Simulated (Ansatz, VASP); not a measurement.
**Hf17Ga20As20O34 (amorphous HfO2 against GaAs(110), 7.5 A): VASP beside Ansatz**

One calculation is typed for both programs; each brings its own data sets. How far apart do they land? Of the first pair: The structure shown is the start of the Ansatz relaxation below; VASP solves that cell, so the two are compared at the walk's first step.

Main program and level: Ansatz 0.2.0; plane waves, with VASP 6.6.1 beside it; single point at PBE.

### 1. Set-up

The cell holds 91 atoms: 20 Ga, 20 As, 17 Hf and 34 O. Cell: a = 11.460 Å, b = 8.103 Å, c = 17.820 Å, α = 90.0°, β = 90.0°, γ = 90.0°. It derives from GaAs (5 planes of zincblende GaAs(110)). A slab of 5 planes of zincblende GaAs(110) (starting lattice constant a = 5.73 A), 11.46 x 8.10 A in plane. 51 atoms (17 Hf, 34 O) packed at random between the slab and its periodic image at 8.5 g/cm^3 (a layer of 7.5 A) and pushed apart as soft spheres. Langevin MD at fixed cell with the MACE-MP-0b2 small potential (Batatia et al., arXiv:2401.00096), steps of 2 fs: 0.84 ps at 3200 K with the crystal held, 3200 to 600 K in 2.4 ps with the crystal held, 600 to 300 K in 1.2 ps with its inner planes held; soft walls kept the melt out of the crystal while it was held. Then all atoms and the cell's height relaxed. The structure's axis is c.

### 2. Ansatz: relaxation, PBE

Ansatz runs on its default PAW (the set named soft_2) files.

The two programs are compared at the cell with which this relaxation starts, whose forces are those of its first step.

The input, input.yaml:

```yaml
crystal:
  lattice:
    - [11.46, 0.0, 0.0]
    - [0.0, 8.10344, 0.0]
    - [0.0, 0.0, 17.81958]
  atoms:
    - { symbol: Ga, position: [0.99128, 0.98925, 0.38252] }
    - { symbol: As, position: [0.1312, 0.05336, 0.04926] }
    - { symbol: Ga, position: [0.24418, 0.789, 0.05665] }
    - { symbol: As, position: [0.38247, 0.76523, 0.16407] }
    - { symbol: Ga, position: [0.25385, 0.32109, 0.0443] }
    - { symbol: As, position: [0.3794, 0.26986, 0.15807] }
    - { symbol: Ga, position: [0.00606, 0.02246, 0.1599] }
    - { symbol: As, position: [0.12852, 0.0012, 0.27365] }
    - { symbol: Ga, position: [0.00678, 0.51785, 0.16083] }
    - { symbol: As, position: [0.13191, 0.49802, 0.27421] }
    - { symbol: Ga, position: [0.25636, 0.24861, 0.27197] }
    - { symbol: As, position: [0.3849, 0.23089, 0.38391] }
    - { symbol: Ga, position: [0.25571, 0.7507, 0.27763] }
    - { symbol: As, position: [0.37938, 0.73807, 0.39294] }
    - { symbol: Ga, position: [0.00738, 0.48081, 0.38864] }
    - { symbol: As, position: [0.11129, 0.54854, 0.04179] }
    - { symbol: As, position: [0.10918, 0.97903, 0.49267] }
    - { symbol: Ga, position: [0.23066, 0.72687, 0.4959] }
    - { symbol: Ga, position: [0.24649, 0.217, 0.48792] }
    - { symbol: As, position: [0.12266, 0.46513, 0.50268] }
    - { symbol: Ga, position: [0.51213, 0.98074, 0.39341] }
    - { symbol: As, position: [0.62156, 0.02242, 0.04571] }
    - { symbol: Ga, position: [0.73055, 0.7639, 0.06276] }
    - { symbol: As, position: [0.88153, 0.76894, 0.16312] }
    - { symbol: Ga, position: [0.76841, 0.24754, 0.04366] }
    - { symbol: As, position: [0.87926, 0.26802, 0.16355] }
    - { symbol: Ga, position: [0.50707, 0.01891, 0.16143] }
    - { symbol: As, position: [0.63059, 0.00238, 0.27658] }
    - { symbol: Ga, position: [0.5102, 0.51197, 0.16275] }
    - { symbol: As, position: [0.63002, 0.50296, 0.27863] }
[... 55 atom lines left out ...]
    - { symbol: O, position: [0.70831, 0.03375, 0.81653] }
    - { symbol: O, position: [0.76699, 0.33863, 0.76138] }
    - { symbol: O, position: [0.33509, 0.79178, 0.96735] }
    - { symbol: O, position: [0.11091, 0.85102, 0.87141] }
    - { symbol: O, position: [0.42704, 0.06881, 0.84587] }
    - { symbol: O, position: [0.09609, 0.67417, 0.71963] }
kpoints:
  mp_grid: { grid: [1, 1, 1] }
hamiltonian:
  xc: pbe
scf:
  occupations: { method: fermi_dirac, width: 0.025 }
output:
  forces: true
relax:
  f_tol: 0.04
  max_steps: 250
  cell: { fix: [a, b, alpha, beta, gamma] }
```

Launch:

```bash
$ ansatz run input.yaml --threads 4 --pin off --max-ram 15872MiB --backend cpu --events-out ev --progress --plain --runs-dir out
```

Numbers of over 12 decimals in the logs are rounded to 6 here.

The program printed:

```text
Engine: ansatz 0.2.0, aarch64-unknown-linux-gnu
Pseudopotentials: kind: paw
Pseudopotential: Ga, paw, valence charge 13, recommended cutoff 420 eV (normal), Ga.paw.azcp
Pseudopotential: As, paw, valence charge 15, recommended cutoff 420 eV (normal), As.paw.azcp
Pseudopotential: Hf, paw, valence charge 26, recommended cutoff 420 eV (normal), Hf.paw.azcp
Pseudopotential: O, paw, valence charge 6, recommended cutoff 420 eV (normal), O.paw.azcp
Functional definition: PBE
  parameter kappa = 0.804
  parameter beta = 0.066725
  exchange = pbe_x(kappa = kappa, mu = beta*pi^2/3)
  correlation = pbe_c(beta = beta)
Crystal: 91 atoms, lattice volume = 1654.823 Å³
Basis set: ecut = 420 eV, 32363 PW (Γ), exchange–correlation on 160×120×240 points (8 copies of the dense FFT grid, shifted against one another)
Bands: 724, of which v1, the nominal top of the filled ones, is band 603 counted from 1 (602 counted from 0)
Symmetry: 1 space group operations
Space group: P1 (ITA 1), of the structure as read, at distance tolerance 1.2e-4 Å
k-points: 1
Non-local potential: Ga, projectors of the file, l = 0: 2, l = 1: 2, l = 2: 3, l = 3: 1
Non-local potential: As, projectors of the file, l = 0: 2, l = 1: 2, l = 2: 3, l = 3: 1
Non-local potential: Hf, projectors of the file, l = 0: 3, l = 1: 2, l = 2: 2, l = 3: 3
Non-local potential: O, projectors of the file, l = 0: 2, l = 1: 2, l = 2: 1
PAW form: soft (Blöchl's): semilocal exchange-correlation on the pseudo side does not see the compensation charge
PAW one-centre angular grid: Ga, 590 points (default); XC on 64 Gauss nodes
PAW one-centre angular grid: As, 590 points (default); XC on 64 Gauss nodes
PAW one-centre angular grid: Hf, 590 points (default); XC on 64 Gauss nodes
PAW one-centre angular grid: O, 110 points (default); XC on 64 Gauss nodes
Initial density: superposition of atomic densities (neutral atoms: chi_scale 0, normalization atom), corrected by the library's trained network
Initial wavefunctions: pseudopotential atomic-orbital guess
Functional: x = pbe(κ = 0.804, μ = 0.219515), c = pbe(β = 0.066725)
SCF iter   1: F=—  HF=-459416.377652 eV  |F-HF|=—  |Δ(HF+E_count)|=         —  Δρ=5.78e-3  dr2=1.02e0  ethr=1.77e-3  ⟨swp⟩=5.0  Hψ=2236  notcnv=0  defer=107
preconditioner: auto → Resta (q_TF=auto, 2.588 Å⁻¹)  ε∞=4.7  [insulator: Δε(μ)=0.273 eV  Ē_g=14.029 eV  σ=0.025 eV  W_gap=0.99  n_scr=480 (ndim 8)  ℏωp=26.9 eV  f_vac=0.139  D(μ)=0.67/eV (n_scr^D=0)  ε∞_Penn≈4.7]
SCF iter   2: F=—  HF=-459416.252518 eV  |F-HF|=—  |Δ(HF+E_count)|=   1.25e-1  Δρ=3.17e-3  dr2=1.80e-1  ethr=8.43e-5  ⟨swp⟩=2.0  Hψ=1005  notcnv=0  defer=111
preconditioner: auto → LDOS  [insulator: Δε(μ)=0.224 eV  Ē_g=14.022 eV  σ=0.025 eV  W_gap=0.98  n_scr=480 (ndim 8)  ℏωp=26.9 eV  f_vac=0.140  D(μ)=1.76/eV (n_scr^D=2)  ε∞_Penn≈4.7  β→1.0]
SCF iter   3: F=—  HF=-459416.293579 eV  |F-HF|=—  |Δ(HF+E_count)|=   4.11e-2  Δρ=2.10e-3  dr2=3.90e-1  ethr=1.49e-5  ⟨swp⟩=7.0  Hψ=1201  notcnv=0  defer=111
SCF iter   4: F=—  HF=-459416.260696 eV  |F-HF|=—  |Δ(HF+E_count)|=   3.29e-2  Δρ=1.23e-3  dr2=1.40e-1  ethr=1.49e-5  ⟨swp⟩=2.0  Hψ=1246  notcnv=0  defer=111
SCF iter   5: F=—  HF=-459416.242518 eV  |F-HF|=—  |Δ(HF+E_count)|=   1.82e-2  Δρ=2.88e-4  dr2=3.01e-3  ethr=1.16e-5  ⟨swp⟩=2.0  Hψ=1025  notcnv=0  defer=111
SCF iter   6: F=—  HF=-459416.242559 eV  |F-HF|=—  |Δ(HF+E_count)|=   4.17e-5  Δρ=1.68e-4  dr2=7.26e-4  ethr=2.50e-7  ⟨swp⟩=2.0  Hψ=1112  notcnv=0  defer=111
SCF iter   7: F=—  HF=-459416.242507 eV  |F-HF|=—  |Δ(HF+E_count)|=   5.22e-5  Δρ=6.38e-5  dr2=7.13e-5  ethr=6.02e-8  ⟨swp⟩=2.0  Hψ=1054  notcnv=0  defer=111
SCF iter   8: F=—  HF=-459416.243216 eV  |F-HF|=—  |Δ(HF+E_count)|=   7.09e-4  Δρ=2.66e-5  dr2=1.30e-5  ethr=5.91e-9  ⟨swp⟩=2.0  Hψ=1197  notcnv=0  defer=111
SCF iter   9: F=—  HF=-459416.243221 eV  |F-HF|=—  |Δ(HF+E_count)|=   5.06e-6  Δρ=1.10e-5  dr2=2.23e-6  ethr=1.08e-9  ⟨swp⟩=2.0  Hψ=1048  notcnv=0  defer=111
SCF iter  10: F=—  HF=-459416.243222 eV  |F-HF|=—  |Δ(HF+E_count)|=   1.18e-6  Δρ=5.69e-6  dr2=6.07e-7  ethr=1.85e-10  ⟨swp⟩=2.0  Hψ=1059  notcnv=0  defer=111
SCF iter  11: F=—  HF=-459416.243223 eV  |F-HF|=—  |Δ(HF+E_count)|=   3.02e-7  Δρ=2.30e-6  dr2=1.02e-7  ethr=5.03e-11  ⟨swp⟩=2.0  Hψ=1038  notcnv=0  defer=111
SCF iter  12: F=-459416.243223 eV  HF=-459416.243223 eV  |F-HF|=3.61e-9  |Δ(HF+E_count)|=   9.68e-8  Δρ=1.24e-6  dr2=3.70e-8  ethr=8.29e-12  ⟨swp⟩=3.0  Hψ=1921  notcnv=0
SCF 1 converged in 12 iterations: F = -459416.243223 eV  dr2 = 3.70e-8
  greatest PAW one-centre occupation: 0.999 electrons in one spin orbital (limit 2), on the As atom at site 21 (counted from 0), in its partial waves of l = 2
[...]
atom  80  O     -0.00529887     0.00089842     0.00316708
  atom  81  O      0.00601389     0.00217956     0.00250006
  atom  82  O     -0.00665218    -0.00500559     0.00494399
  atom  83  O      0.00056216     0.00061649    -0.00375102
  atom  84  O     -0.00411041     0.00253367    -0.00162804
  atom  85  O      0.00160332     0.00113886    -0.00133991
  atom  86  O      0.00183772    -0.00393081    -0.00032078
  atom  87  O      0.00670055    -0.00356236    -0.00030669
  atom  88  O     -0.00487437     0.00472290     0.00066415
  atom  89  O     -0.00246097    -0.00178980    -0.00245197
  atom  90  O      0.00299955     0.00411437    -0.00141061
  atom  91  O     -0.00141373     0.00434982    -0.00519768
  max |Σ_I F_I| component: 1.35e-5 eV/Å
--- Stress (GPa, compression-positive) ---
       -1.101149      -0.528224       0.422231
       -0.528224       2.855813       0.444181
        0.422231       0.444181      -0.008815
  P = ⅓ Tr σ = 0.5819 GPa (5.819 kbar)
--- Relaxed structure (32 steps of the walk, 28 accepted, 1 SCFs on fresh bases) ---
  F+E_penalty+E_count = -459418.93275897 eV   max|allowed force component| = 2.000e-2 eV/Å   (the final SCF, on the basis selected at the relaxed cell)
  cell:  # Å, volume = 1652.5669 Å³
    - [11.46, 0, 0]
    - [0, 8.10344, 0]
    - [0, 0, 17.795288]
  atoms:
    - { symbol: Ga, position: [1.006920, 0.979133, 0.372714] }
    - { symbol: As, position: [0.123609, 0.021087, 0.037056] }
    - { symbol: Ga, position: [0.229040, 0.759245, 0.057711] }
    - { symbol: As, position: [0.384904, 0.727389, 0.158594] }
    - { symbol: Ga, position: [0.237208, 0.290154, 0.046456] }
    - { symbol: As, position: [0.386374, 0.228476, 0.147482] }
    - { symbol: Ga, position: [0.016269, -0.00826164, 0.156274] }
    - { symbol: As, position: [0.145887, -0.023471, 0.265829] }
    - { symbol: Ga, position: [0.026010, 0.484603, 0.176139] }
    - { symbol: As, position: [0.151033, 0.472910, 0.289384] }
    - { symbol: Ga, position: [0.273801, 0.224449, 0.268090] }
    - { symbol: As, position: [0.400604, 0.222447, 0.382849] }
    - { symbol: Ga, position: [0.271668, 0.726950, 0.280225] }
    - { symbol: As, position: [0.395300, 0.724967, 0.398284] }
    - { symbol: Ga, position: [0.014532, 0.463759, 0.398677] }
    - { symbol: As, position: [0.099661, 0.516969, 0.049965] }
    - { symbol: As, position: [0.128890, 0.973213, 0.481495] }
    - { symbol: Ga, position: [0.244384, 0.722476, 0.498031] }
    - { symbol: Ga, position: [0.260068, 0.224544, 0.485909] }
    - { symbol: As, position: [0.128501, 0.463334, 0.518573] }
    - { symbol: Ga, position: [0.524630, 0.972941, 0.403778] }
    - { symbol: As, position: [0.648632, -0.037605, 0.052552] }
    - { symbol: Ga, position: [0.746275, 0.703027, 0.077918] }
    - { symbol: As, position: [0.900048, 0.732087, 0.168609] }
    - { symbol: Ga, position: [0.773913, 0.206864, 0.064246] }
    - { symbol: As, position: [0.896638, 0.237636, 0.176275] }
    - { symbol: Ga, position: [0.513287, -0.025803, 0.159908] }
    - { symbol: As, position: [0.632463, -0.016050, 0.282007] }
    - { symbol: Ga, position: [0.515919, 0.472760, 0.148994] }
    - { symbol: As, position: [0.637161, 0.485305, 0.265617] }
    - { symbol: Ga, position: [0.758330, 0.233643, 0.282408] }
    - { symbol: As, position: [0.877577, 0.224439, 0.400249] }
    - { symbol: Ga, position: [0.758074, 0.737448, 0.273284] }
    - { symbol: As, position: [0.893411, 0.719892, 0.381034] }
    - { symbol: Ga, position: [0.520303, 0.477782, 0.381718] }
    - { symbol: As, position: [0.647578, 0.453677, 0.032696] }
    - { symbol: As, position: [0.646717, 0.971244, 0.527836] }
    - { symbol: Ga, position: [0.778999, 0.740447, 0.495557] }
    - { symbol: Ga, position: [0.752058, 0.239537, 0.518474] }
    - { symbol: As, position: [0.629365, 0.490644, 0.500302] }
    - { symbol: Hf, position: [1.027322, 0.613022, 0.802622] }
    - { symbol: Hf, position: [0.606676, 0.838702, 0.674914] }
    - { symbol: Hf, position: [0.146658, 0.352735, 0.673117] }
    - { symbol: Hf, position: [0.816301, 0.344750, 0.885106] }
    - { symbol: Hf, position: [0.865597, 0.549995, 0.652471] }
    - { symbol: Hf, position: [0.256931, 0.900808, 0.862089] }
    - { symbol: Hf, position: [0.057237, 0.868959, 0.621056] }
    - { symbol: Hf, position: [0.845192, 0.166244, 0.713410] }
    - { symbol: Hf, position: [0.282219, 0.281052, 0.843791] }
    - { symbol: Hf, position: [0.463322, 0.423082, 0.613541] }
    - { symbol: Hf, position: [-0.027078, 0.013924, 0.910537] }
    - { symbol: Hf, position: [0.549354, 0.144914, 0.786789] }
    - { symbol: Hf, position: [0.292434, 0.672906, 0.713115] }
    - { symbol: Hf, position: [0.315412, 0.047113, 0.653713] }
    - { symbol: Hf, position: [0.682868, 0.822984, 0.894779] }
    - { symbol: Hf, position: [0.618325, 0.521705, 0.773316] }
    - { symbol: Hf, position: [0.417086, 0.587094, 0.918585] }
    - { symbol: O, position: [0.939411, 0.984503, 0.676245] }
    - { symbol: O, position: [0.883271, 0.665822, 0.749597] }
    - { symbol: O, position: [0.544683, 0.728751, 0.944826] }
    - { symbol: O, position: [0.715255, 0.558005, 0.869585] }
    - { symbol: O, position: [0.288222, 0.233928, 0.728478] }
    - { symbol: O, position: [0.695984, 0.612910, 0.667683] }
    - { symbol: O, position: [0.903809, 0.145768, 0.824852] }
    - { symbol: O, position: [0.693592, 1.036069, 0.712525] }
    - { symbol: O, position: [0.613232, 0.774959, 0.787319] }
    - { symbol: O, position: [0.960332, 0.465237, 0.877605] }
    - { symbol: O, position: [0.816596, 0.307989, 0.615555] }
    - { symbol: O, position: [0.871093, 0.191177, 0.970448] }
    - { symbol: O, position: [0.317847, 0.380971, 0.948152] }
    - { symbol: O, position: [0.380731, 0.209747, 0.573565] }
    - { symbol: O, position: [0.916613, 0.719193, 0.576450] }
    - { symbol: O, position: [0.852631, 0.848016, 0.923696] }
    - { symbol: O, position: [0.293094, 0.482966, 0.635765] }
    - { symbol: O, position: [0.269322, 0.820994, 0.607265] }
    - { symbol: O, position: [0.141080, 0.117739, 0.634755] }
    - { symbol: O, position: [0.546032, 0.326836, 0.696081] }
    - { symbol: O, position: [0.189148, 0.480037, 0.782818] }
    - { symbol: O, position: [0.470701, 0.990785, 0.703859] }
    - { symbol: O, position: [0.484340, 0.400770, 0.832842] }
    - { symbol: O, position: [0.469068, 0.649457, 0.675772] }
    - { symbol: O, position: [0.160600, 0.123411, 0.872565] }
    - { symbol: O, position: [0.978279, 0.374378, 0.709231] }
    - { symbol: O, position: [0.242290, 0.903028, 0.746012] }
    - { symbol: O, position: [0.358214, 0.691670, 0.822486] }
    - { symbol: O, position: [0.647490, 0.063326, 0.868226] }
    - { symbol: O, position: [0.727655, 0.321086, 0.779878] }
    - { symbol: O, position: [0.300390, 0.757850, 0.956491] }
    - { symbol: O, position: [0.081835, 0.815524, 0.859998] }
    - { symbol: O, position: [0.391099, 0.080116, 0.847382] }
    - { symbol: O, position: [0.100972, 0.664946, 0.685871] }
```

### 3. VASP: single point, PBE, start cell, pair 1

The same cell, functional, mesh and smearing now go to VASP, with its own data sets.

Lines of VASP's logs that name or quote its potential files are left out, and so is its time.

The input, INCAR:

```
SYSTEM = Hf17Ga20As20O34
PREC = Accurate
ENCUT = 520
EDIFF = 1E-06
NELM = 120
ISMEAR = -1
SIGMA = 0.025
LREAL = Auto
ALGO = Normal
GGA = PE
NBANDS = 432
LASPH = .TRUE.
LORBIT = 11
LWAVE = .FALSE.
LCHARG = .FALSE.
ISIF = 2
GGA_COMPAT = .FALSE.
EFERMI = MIDGAP
NCORE = 2
```

The input, POSCAR:

```
Hf17Ga20As20O34
1.0
   11.4600000000      0.0000000000      0.0000000000
    0.0000000000      8.1034400000      0.0000000000
    0.0000000000      0.0000000000     17.8195800000
Ga As Hf O
20 20 17 34
Direct
    0.9912827225      0.9892465422      0.3825174331
    0.2441797557      0.7889982526      0.0566511669
    0.2538481675      0.3210858598      0.0442995851
    0.0060558464      0.0224595974      0.1599027587
    0.0067801047      0.5178541459      0.1608287064
    0.2563612565      0.2486104667      0.2719704954
    0.2557068063      0.7507058731      0.2776328062
    0.0073821990      0.4808081506      0.3886399118
    0.2306631763      0.7268641466      0.4958983321
    0.2464921466      0.2169942642      0.4879183460
    0.5121291449      0.9807439803      0.3934099457
    0.7305497382      0.7638978014      0.0627624220
    0.7684118674      0.2475368485      0.0436598393
    0.5070680628      0.0189055512      0.1614291695
    0.5102006981      0.5119677569      0.1627479436
    0.7539441536      0.2537194081      0.2787495553
    0.7544066318      0.7518905551      0.2762803613
    0.5042582897      0.4866945396      0.3921809605
    0.7548342059      0.7088841282      0.5014876894
    0.7475916230      0.2353938574      0.5197597250
    0.1312041885      0.0533600545      0.0492604203
    0.3824694590      0.7652305687      0.1640723294
    0.3793979058      0.2698607011      0.1580676986
    0.1285165794      0.0011970225      0.2736484249
    0.1319109948      0.4980230618      0.2742096054
    0.3849040140      0.2308895975      0.3839091606
    0.3793804538      0.7380692644      0.3929385541
    0.1112914485      0.5485448155      0.0417911084
    0.1091797557      0.9790286594      0.4926715444
    0.1226614311      0.4651357942      0.5026773919
[... 55 atom lines left out ...]
    0.7083071553      0.0337510983      0.8165287846
    0.7669895288      0.3386339629      0.7613815814
    0.3350872600      0.7917748512      0.9673516435
    0.1109075044      0.8510212947      0.8714122331
    0.4270418848      0.0688102830      0.8458672988
    0.0960907504      0.6741704757      0.7196297556
```

The input, KPOINTS:

```
Automatic mesh
0
Gamma
1 1 1
0 0 0
```

The projector-augmented-wave data sets are Ga_d, As, Hf_pv and O (PBE family, release 64).

Launch:

```bash
$ mpirun -np 8 vasp_gam
```

The program printed:

```text
[banner, memory and clock lines left out]
running    8 mpi-ranks, on    1 nodes
[...]
LDA part: xc-table for (Slater+PW92), standard interpolation
 POSCAR, INCAR and KPOINTS ok, starting setup
[...]
entering main loop
       N       E                     dE             d eps       ncg     rms          rms(c)
DAV:   1     0.160060446079E+05    0.16006E+05   -0.30588E+05   864   0.248E+03
DAV:   2     0.384499371665E+04   -0.12161E+05   -0.11613E+05   864   0.786E+02
DAV:   3    -0.146006389502E+03   -0.39910E+04   -0.37650E+04  1184   0.324E+02
DAV:   4    -0.726195405959E+03   -0.58019E+03   -0.57102E+03  1240   0.124E+02
[...]
DAV:  19    -0.654426707257E+03   -0.35931E-05   -0.26662E-05   920   0.174E-02    0.570E-03
DAV:  20    -0.654426709086E+03   -0.18295E-05   -0.10172E-05   728   0.123E-02    0.342E-03
DAV:  21    -0.654426709815E+03   -0.72869E-06   -0.54129E-06   656   0.794E-03
   1 F= -.65442671E+03 E0= -.65442203E+03  d E =-.936059E-02
```

Parts of OUTCAR (step 3):

```text
  FREE ENERGIE OF THE ION-ELECTRON SYSTEM (eV)
  ---------------------------------------------------
  free  energy   TOTEN  =      -654.4267098148 eV

  energy  without entropy=     -654.4173492214  energy(sigma->0) =     -654.42202952
```

Harder data sets than Hf_pv exist (the GW ones), and pressures, volumes and forces can shift noticeably with them.

### 4. Side by side

Known differences besides the potentials themselves: the data sets hold 1206 valence electrons in Ansatz (on its default PAW (the set named soft_2) files) and 734 in VASP; the cutoff is 420 eV in Ansatz and 520 eV in VASP (PREC = Accurate, projectors in real space). Total energies have different zeros and are not compared.

Forces on 10 of the 91 atoms, those with the largest forces and the largest differences (eV/Å; atoms numbered as in POSCAR):

| atom | Ansatz x, y, z | VASP x, y, z |
| --- | --- | --- |
| Ga2 | -0.761, -0.087, 0.721 | -0.773, -0.089, 0.743 |
| Ga3 | -0.671, 0.166, 0.818 | -0.681, 0.156, 0.838 |
| Ga13 | -0.723, -0.142, 1.153 | -0.738, -0.136, 1.173 |
| As31 | 0.412, -0.354, -0.751 | 0.402, -0.349, -0.771 |
| As39 | 0.052, -0.299, 0.896 | 0.039, -0.304, 0.917 |
| Hf42 | 0.102, 0.298, -0.721 | 0.100, 0.334, -0.478 |
| Hf50 | -0.226, 0.105, -0.181 | -0.346, 0.093, -0.029 |
| Hf51 | 0.614, -0.532, 0.888 | 0.581, -0.594, 0.719 |
| O71 | 0.590, 0.188, 0.288 | 0.631, 0.177, 0.487 |
| O88 | 0.640, -0.100, -0.558 | 0.707, -0.126, -0.728 |

The forces differ by 54 meV/Å r.m.s., which is 18.2 % of the r.m.s. force of 0.298 eV/Å (both taken over all components).

(Continued in part 2 of 2.)

[Lines on the potential files, build, host, timing and source positions are cut from VASP's logs without a mark.]

[Logs are printed without paths, hosts, clocks, repeated set-up lines and the standing remarks that a program may print on its own settings, such as how far it seeks lower states.]

[Hosts, paths, dates, database ids (printed as entryN), source tags and the programs' standing remarks are cut or masked in the printed files.]
